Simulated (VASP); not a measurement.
Here is the system:

```yaml
crystal:
  lattice:
    - [4.61048, 0.00000, 0.00000]
    - [-2.30524, 3.99280, 0.00000]
    - [0.00000, 0.00000, 5.13009]
  atoms:
    - { symbol: Ti, position: [0.33333, 0.66667, 0.93748] }
    - { symbol: Ti, position: [0.66667, 0.33333, 0.43748] }
    - { symbol: Al, position: [0.33333, 0.66667, 0.43752] }
    - { symbol: Al, position: [0.66667, 0.33333, 0.93752] }
```

All values below come from r2SCAN meta-GGA, VASP's PBE PAW potentials (set 64) (plane waves; VASP 6.6.1). Settings: 400 eV cut-off, 9×9×7 Γ-centred mesh, tetrahedra with Blöchl corrections, potentials Ti_sv Al.

**Question.** Estimate the energy per atom (σ→0), band gap (over mesh and band path) with the smallest direct gap where there is one.

**Answer.** 
```
Item                                                                   Value
----------------------------------  ----------------------------------------
band gap (over mesh and band path)  none (metal, semimetal or under 0.01 eV)
energy per atom (σ→0)                                         -9.017 eV/atom
```

The absolute energy has meaning only against runs of the same code, potentials and settings.

The structure was generated: TiAl was put into the wurtzite type (P6_3mc), which need not be its known phase. It was relaxed first, which changed the volume by -31 %. The relaxed cell has space group P6_3/mmc.
